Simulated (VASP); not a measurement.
```xyz
1
Lattice="-1.6116 1.6116 1.6116 1.6116 -1.6116 1.6116 1.6116 1.6116 -1.6116" Properties=species:S:1:pos:R:3 pbc="T T T"
W      0.0000     0.0000     0.0000
```

Calculation: PBE GGA, VASP's PBE PAW potentials (set 64) (plane waves; VASP). Run with 400 eV cut-off, 12×12×12 Γ-centred mesh, first-order Methfessel-Paxton smearing of 0.10 eV, potentials W_sv.

Problem. Give the stress tensor in GPa (positive for a compressed cell).

Solution. 
```
-9.68   0.00   0.00
 0.00  -9.68   0.00
 0.00   0.00  -9.68
```
The pressure is its mean diagonal, -9.68 GPa.

The compound is W in the bcc structure. The cell was not relaxed at this level.
